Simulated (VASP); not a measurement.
Cl3Ga, in a box:

```xyz
4
Lattice="11.0000 0.0000 0.0000 0.0000 13.0000 0.0000 0.0000 0.0000 13.0000" Properties=species:S:1:pos:R:3 pbc="T T T"
Cl    6.3137    7.1008    8.0633
Cl    5.3567    4.7344    5.4442
Cl    4.7123    8.3077    5.0047
Ga    5.4608    6.7143    6.1707
```

Base run:

```yaml
Program: VASP 6.6.1
Functional: PBE
Potentials_or_basis: VASP PAW PBE potentials, release 64 (Cl, Ga_d)
Cutoff: 520 eV
k_mesh: 1 × 1 × 1
Occupations: gaussian, width 0.01 eV
Spin: no spin polarisation
```

Its results: gap between the frontier levels 4.92 eV; largest force 0.136 eV/Å.

The run is repeated on the same cell with these changes: functional from PBE to optB88-vdW; further incar settings from ALGO = Normal; EDIFF = 1e-07; NBANDS = 25 to ALGO = Normal; EDIFF = 1e-07. What comes out?

Gap between the frontier levels 4.81 eV; largest force 0.154 eV/Å.

Caveats: the PAW data sets were made with another functional, which shifts forces and pressure a little (some runs).

A k mesh can miss the band edges.

Not every run made on this cell is shown here.
